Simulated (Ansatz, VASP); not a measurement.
**One calculation of K3SBr, two programs**

```
Br S K
1.0
     5.83240    0.00000    0.00000
     0.00000    5.83240    0.00000
     0.00000    0.00000    5.83240
Br S K
1 1 3
Direct
  0.00000 0.00000 0.00000
  0.50000 0.50000 0.50000
  0.50000 0.50000 0.00000
  0.50000 0.00000 0.50000
  0.00000 0.50000 0.50000
```

Alike in both runs: task single point; functional PBEsol; k mesh 6 × 6 × 6; occupations gaussian, width 0.02 eV; no spin polarisation.

|  | VASP | Ansatz |
| --- | --- | --- |
| version | VASP 6.6.1 | Ansatz 0.2.0 |
| potentials or method | VASP PAW PBE potentials, release 64 (Br, S, K_sv) | scalar-relativistic, plane waves, PAW |
| plane-wave cutoff (eV) | 520 | 420 |
| valence electrons in the cell | 40 | 40 |

|  | VASP | Ansatz | Ansatz less VASP |
| --- | --- | --- | --- |
| gap on the k mesh at the Fermi level (eV) | 1.70 | 1.70 | +0.005 |
| least direct gap on the mesh (eV) | 1.70 | 1.70 | +0.005 |
| pressure (GPa) | 0.6 | 0.5 | -0.04 |

With one functional, cell and mesh, what is left measures potentials, basis and numerics.

Caveats: the PAW data sets were made with another functional, which shifts forces and pressure a little (VASP). A k mesh can miss the band edges. PBEsol gaps usually lie below the measured ones, often by a third to a half.
